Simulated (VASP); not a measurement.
Cu (relaxed from the beta-Sn structure, space group I4_1/amd): computed properties

These are PBEsol GGA, VASP's PBE PAW potentials (set 64) (plane waves; VASP) values and carry that method's errors.

```json
{
  "space_group": "I4_1/amd (141)",
  "cell": "a = b = 4.5455 Å, c = 2.4046 Å, α = β = γ = 90.00°",
  "volume_per_atom": "12.42 Å^3/atom",
  "band gap (over mesh and band path)": "none (metal, semimetal or under 0.01 eV)",
  "density": "8.50 g/cm³"
}
```

```
Cu
1.0
   -2.27277     2.27277     1.20230
    2.27277    -2.27277     1.20230
    2.27277     2.27277    -1.20230
Cu
2
Direct
  0.75000   0.25000   0.50000
  0.00000   0.00000   0.00000
```

The structure was generated: Cu was put into the beta-Sn type (I4_1/amd), which need not be its known phase. It was relaxed first. Symmetry was kept, so distortions that lower it aren't found.
